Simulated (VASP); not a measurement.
Given:

```
CELL_PARAMETERS angstrom
      4.48533     0.00000     0.00000
      0.00000     4.48533     0.00000
      0.00000     0.00000     2.94908
ATOMIC_POSITIONS crystal
  Cr 0.00000 0.00000 0.00000
  Cr 0.50000 0.50000 0.50000
  O  0.30384 0.30384 0.00000
  O  0.80384 0.19616 0.50000
  O  0.19616 0.80384 0.50000
  O  0.69616 0.69616 0.00000
```
Starting moments (μB, in the order of the record's atoms Cr Cr O O O O): 2.2 2.2 -0.1 -0.1 -0.1 -0.1.

The numbers are results of RPBE GGA, VASP's PBE PAW potentials (set 64) (plane waves; VASP), not measurements. Numerical set-up: 520 eV cut-off, 8×8×12 Γ-centred mesh, tetrahedra with Blöchl corrections, potentials Cr_pv O.

The cores are frozen, which limits the accuracy of field gradients.

**Question.** Give the principal components of the electric field gradient (V/Å²) and the asymmetry η at each nucleus.

**Answer.** 
```csv
atom,Vxx,Vyy,Vzz,η
Cr1,35.7,11.7,-47.4,0.51
Cr2,35.7,11.7,-47.4,0.51
O3,-25.0,-3.7,28.6,0.74
O4,-25.0,-3.7,28.6,0.74
O5,-25.0,-3.7,28.6,0.74
O6,-25.0,-3.7,28.6,0.74
```

The compound is CrO2 in the rutile structure. It was relaxed first.
